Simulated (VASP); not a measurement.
Consider the following.

```xyz
2
Lattice="0.0000 2.0671 2.0671 2.0671 0.0000 2.0671 2.0671 2.0671 0.0000" Properties=species:S:1:pos:R:3 pbc="T T T"
Li     0.0000     0.0000     0.0000
H      2.0671     2.0671     2.0671
```

All values below come from RPBE GGA, VASP's PBE PAW potentials (set 64) (plane waves; VASP). Settings: 520 eV cut-off, 11×11×11 Γ-centred mesh, Gaussian smearing of 0.050 eV, potentials Li_sv H.

Task: Give the stress tensor in GPa (positive for a compressed cell).

Result: 
```
-1.83   0.00   0.00
 0.00  -1.83   0.00
 0.00   0.00  -1.83
```
The pressure is its mean diagonal, -1.83 GPa.

The compound is LiH in the rock salt structure. This cell is one point of a volume scan, at 1.06 of the reference volume.
